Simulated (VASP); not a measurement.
Shape and ions are relaxed at each volume.

Here is the system:

```
Sn
1.0
   -2.92318     2.92318     1.58876
    2.92318    -2.92318     1.58876
    2.92318     2.92318    -1.58876
Sn
2
Cartesian
  2.92318   0.00000   0.79438
  0.00000   0.00000   0.00000
```

Level of theory: PBE GGA with D4 dispersion, VASP's PBE PAW potentials (set 64) (plane waves; VASP). Numerical set-up: 520 eV cut-off, 13×13×13 Γ-centred mesh, first-order Methfessel-Paxton smearing of 0.10 eV, potentials Sn_d.

### Question
Give the energy at these volumes per atom, relative to the lowest: 25.50, 26.31, 27.13, 27.94, 28.75 Å³.

### Answer
19.5, 4.7, 0.0, 3.7, 14.6 meV/atom. A third-order Birch-Murnaghan fit gives B0 = 55.0 GPa and B0′ = 4.7.

Measured: bulk modulus 57.0 GPa (computed value off by -3.5 %), as given by Tao Chen et al., Physical Review Materials (2023), arXiv:2209.05059. The calculation is for a static lattice, while the measured bulk modulus holds thermal and zero-point effects, which are part of the difference.

The compound is Sn in the beta structure. It was relaxed first.
